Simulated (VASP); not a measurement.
# CdS (Greenockite): excitons from the Bethe-Salpeter equation, part 5 of 5

Aim: the optical spectrum of CdS (Greenockite) with the electron-hole interaction. The cell is of the wurtzite type, one of the forms listed for this formula. The start is a cell from a database of measured crystal structures.

VASP 6.6.1, plane waves and PAW; the level of theory is named at each step.

So far. Step 5 (evGW0): GW takes the gap from 0.932 to 2.134 eV. The last pass still moved it by +6 meV. Spin-orbit coupling is left out. The value holds for 232 bands, ENCUTGW = 100 eV and this mesh, and isn't shown to be converged in them. Step 6 (BSE, Tamm-Dancoff): The lowest excitation lies at 1.911 eV, -223 meV against the direct gap of these orbitals, a distance that this coarse mesh makes far too large. Peak heights aren't converged with the mesh, least of all at the onset.

The database entry behind the starting cell differs from later determinations by our own check (about 0.35 % long), so it need not match the best structure at ambient conditions.

### 7. Without the electron-hole attraction

This step: BSE on evGW0 on LDA, without the electron-hole attraction; plane waves and PAW (Cd_GW, S_GW) (VASP 6.6.1).

LADDER = .FALSE. removes the attraction and keeps the local fields, which shows what the attraction does.

Contents of INCAR:

```
SYSTEM = CdS
PREC = Accurate
ENCUT = 300
ISMEAR = 0
SIGMA = 0.01
LREAL = .FALSE.
GGA = CA
NBANDS = 232
ALGO = BSE
NBANDSO = 5
NBANDSV = 4
OMEGAMAX = 25
NEDOS = 1000
CSHIFT = 0.1
PRECFOCK = Fast
LWAVE = .FALSE.
LCHARG = .FALSE.
ENCUTGW = 100
ANTIRES = 0
LADDER = .FALSE.
```

Contents of POSCAR:

```
CdS
1.0
    4.1500000000      0.0000000000      0.0000000000
   -2.0750000000      3.5940054257      0.0000000000
    0.0000000000      0.0000000000      6.7370000000
Cd S
2 2
Direct
    0.6666666667      0.3333333333      0.4990251040
    0.3333333333      0.6666666667      0.9990251040
    0.6666666667      0.3333333333      0.8759748960
    0.3333333333      0.6666666667      0.3759748960
```

Contents of KPOINTS:

```
Automatic mesh
0
Gamma
6 6 4
0 0 0
```

The projector-augmented-wave data sets are Cd_GW and S_GW (LDA family, release 64).

Started as:

```console
$ mpirun -np 8 vasp_std
```

The program printed:

```text
[banner, memory and clock lines left out]
 LDA part: xc-table for (Slater(with rela. corr.)+CA(PZ))
 , standard interpolation
 found WAVECAR, reading the header
 POSCAR, INCAR and KPOINTS ok, starting setup
 FFT: planning ... GRIDC
 FFT: planning ... GRID_SOFT
 FFT: planning ... GRID
 reading WAVECAR
 the WAVECAR file was read successfully
 initial charge from wavefunction
 available memory per node:    103.80 GB, setting MAXMEM to    106295

 Doing            0  frequencies on each core in blocks of            0
 parallelization over k-points
 Using distributed matrix
 Using distributed eigensolver
 allocating two-electron 4 orbital integral table    5    4    5    4
 BSE setting up matrix
 available memory per node:    103.65 GB, setting MAXMEM to    106133
 Calculate matrix elements of the BSE Hamiltonian:
 Workload is divided into blocks of two-electron 4 orbital integrals computed in
  parallel.
 Each block/integral has dimensions  of (   5,   4,   5,   4) orbitals
 Total number of blocks/integrals:                10440
 Number of spins:                                     1
 Number of kpoints:                                 144
 Spin channel:                                        1
  Number of blocks of unoccupied bands:               1
  Number of blocks of occupied bands:                 1
 Number of rows/columns of blocks:                  144

                                                        Time (sec)
               Integrals                 Ranks       Real         CPU
  [         1 -       1152/     10440]     8         1.30        0.00
  [      1153 -       2304/     10440]     8         2.58        0.00
  [      2305 -       3456/     10440]     8         3.86        0.00
  [      3457 -       4608/     10440]     8         5.15        0.00
  [      4609 -       5760/     10440]     8         6.41        0.00
  [      5761 -       6912/     10440]     8         7.68        0.00
  [      6913 -       8064/     10440]     8         8.93        0.00
  [      8065 -       9216/     10440]     8        10.16        0.00
  [      9217 -      10368/     10440]     8        11.42        0.00
  [     10369 -      10440/     10440]     8        11.58        0.00

[... 7 parts as in an earlier step ...]
```

Wall time 17 s (8 MPI ranks of AMD EPYC 7R43, shared host); peak memory 2.2 GiB; 2.2 min of CPU time.

OUTCAR, selected parts (step 7):

```text
   NELECT =      36.0000    total number of electrons

 E-fermi :   2.7758

[... 9 parts as in an earlier step ...]

[... 1 further part left out ...]
```

This step gave:

```
lowest excitation : 2.137 eV
```

The imaginary dielectric function has structure finer than the step of the table below, so its rows give means over 0.5 eV, whole bins alone (the curve runs from 0 to 25 eV). Peaks (eV: height): xx 2.13: 8.49, 5.43: 7.07, 6.01: 10.8, 6.88: 9.71, 8.06: 6.81, 8.58: 8.13, 9.08: 7.84; yy 2.13: 8.49, 5.43: 7.07, 6.01: 10.8, 6.88: 9.71, 8.06: 6.81, 8.58: 8.14, 9.08: 7.80; zz 2.18: 8.62, 3.63: 5.96, 5.38: 10.3, 6.51: 11.2, 6.81: 7.29, 8.26: 9.90, 9.13: 5.62.

From 5 filled and 4 empty bands alone, without any pair above OMEGAMAX = 25 eV, so strength is missing wherever others contribute; lines are broadened by CSHIFT, which also makes the tail under the first line. Imaginary dielectric function against photon energy; means over each step:

```csv
photon energy (eV),xx,yy,zz
0.5,0.0309,0.0309,0.0289
1.0,0.0834,0.0834,0.0775
1.5,0.276,0.276,0.248
2.0,3.72,3.72,3.52
2.5,1.14,1.14,1.37
3.0,1.50,1.50,0.414
3.5,2.06,2.06,3.00
4.0,1.80,1.80,1.15
4.5,3.38,3.38,2.26
5.0,2.99,2.99,2.47
5.5,5.33,5.33,7.01
6.0,6.72,6.72,4.89
6.5,4.30,4.30,8.28
7.0,6.22,6.22,4.38
7.5,4.26,4.27,3.80
8.0,5.92,5.92,6.09
8.5,6.25,6.25,6.32
9.0,6.06,6.03,4.37
9.5,3.56,3.53,2.22
10.0,1.17,1.26,1.01
10.5,0.439,0.457,0.622
11.0,0.308,0.262,0.368
11.5,0.127,0.118,0.104
12.0,0.0778,0.0677,0.0813
12.5,0.0462,0.0450,0.0438
13.0,0.0348,0.0344,0.0320
13.5,0.0277,0.0276,0.0254
14.0,0.0228,0.0227,0.0209
14.5,0.0190,0.0190,0.0175
15.0,0.0162,0.0161,0.0149
15.5,0.0139,0.0139,0.0128
16.0,0.0120,0.0120,0.0111
16.5,0.0105,0.0105,0.00973
17.0,0.00931,0.00931,0.00862
17.5,0.00828,0.00827,0.00766
18.0,0.00736,0.00736,0.00686
18.5,0.00663,0.00662,0.00616
19.0,0.00598,0.00598,0.00555
19.5,0.00542,0.00541,0.00504
20.0,0.00494,0.00494,0.00457
20.5,0.00451,0.00451,0.00417
21.0,0.00413,0.00411,0.00383
21.5,0.00379,0.00379,0.00352
22.0,0.00349,0.00349,0.00326
22.5,0.00322,0.00322,0.00299
23.0,0.00298,0.00298,0.00278
23.5,0.00275,0.00275,0.00257
24.0,0.00256,0.00256,0.00239
24.5,0.00239,0.00239,0.00224
```

The lowest excitation lies at 2.137 eV, +226 meV against the Tamm-Dancoff singlet. Peak heights aren't converged with the mesh, least of all at the onset.

### 8. Summary

This step: BSE on evGW0 on LDA; plane waves and PAW (VASP 6.6.1).

Derived from the runs above.

Cost is wall time times ranks on a shared host, for this step alone, without the steps before it. Excitations by level:

```csv
level,first excitation (eV),cost (core minutes)
"BSE, Tamm-Dancoff",1.911,3.6
without the electron-hole attraction,2.137,2.27
```

### 9. Outcome

```json
{"BSE, Tamm-Dancoff": "lowest vertical excitation 1.911 eV; direct gap 2.134 eV", "without the electron-hole attraction": "lowest vertical excitation 2.137 eV; direct gap 2.134 eV"}
```

**Reading.** The Bethe-Salpeter equation puts the lowest vertical singlet excitation at 1.911 eV, 0.22 eV below the direct gap of 2.134 eV; the states within 10 meV of it carry 100 % of the strength of the strongest such group among the lowest 40 states. The attraction moves the centre of weight of eps2 xx over the computed range by -1.02 eV against the run without the attraction, a shift that holds the same mesh error. The binding energy was not obtained: in a well-screened crystal the exciton spreads over many cells, and on this mesh its distance from the gap is set by the mesh and is far too large. On such a mesh the heights of single peaks aren't converged either. Bands, response cutoff and mesh of the GW step weren't tested in this session. Only the bands set by NBANDSO and NBANDSV form pairs, and any pair above OMEGAMAX = 25 eV is dropped, so the spectrum is that of this window; the window can cut degenerate bands, and the ratio of directions in the curves is that of the window, not of the crystal. Spin-orbit coupling is left out; with Cd in the cell it can split or shift band edges, by an amount that depends on which atoms form them and isn't tested here. The given cell is kept, although it stands at -3.3 GPa at LDA and ENCUT = 300 eV, which holds the mismatch of the given cell with this functional and any basis-set error; the relaxation of the atoms, at LDA and ENCUT = 400 eV, gave -2.9 GPa. Not tabulated here, as repeats of values shown or as unfit to read for their mesh, reference level or band range: gaps (relaxation); eps2 curves (empty bands); eps1 curves and static values (BSE, empty bands, without the electron-hole attraction); exciton binding energies (BSE); line lists of runs without attraction (without the electron-hole attraction).

[Lines on the potential files, build, host, timing and source positions are cut from VASP's logs without a mark.]

[Logs are printed without paths, hosts, clocks, repeated set-up lines and the standing remarks that a program may print on its own settings, such as how far it seeks lower states.]

[Hosts, paths, dates, database ids (printed as entryN), source tags and the programs' standing remarks are cut or masked in the printed files.]

[Pressures printed for these runs are not shown converged in the cutoff: they can be off by several GPa and have the wrong sign.]
